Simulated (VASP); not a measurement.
Here is the system:

```
CELL_PARAMETERS angstrom
      0.00000     2.81436     2.81436
      2.81436     0.00000     2.81436
      2.81436     2.81436     0.00000
ATOMIC_POSITIONS crystal
  Na 0.00000 0.00000 0.00000
  Cl 0.50000 0.50000 0.50000
```

Level of theory: PW91 GGA, VASP's PBE PAW potentials (set 64) (plane waves; VASP). Numerical set-up: 520 eV cut-off, 8×8×8 Γ-centred mesh, Gaussian smearing of 0.050 eV, potentials Na_pv Cl.

Question: What does the run give for the energy per atom (σ→0), band gap (on the k-mesh) with the smallest direct gap where there is one?

Answer: 
- band gap (on the k-mesh) = 5.15 eV
- smallest direct gap (on the k-mesh) = 5.15 eV
- energy per atom (σ→0) = -3.414 eV/atom

Only differences to runs with the same potentials and settings are physical.

The compound is NaCl in the rock salt structure. This cell is one point of a volume scan, at 0.97 of the reference volume.
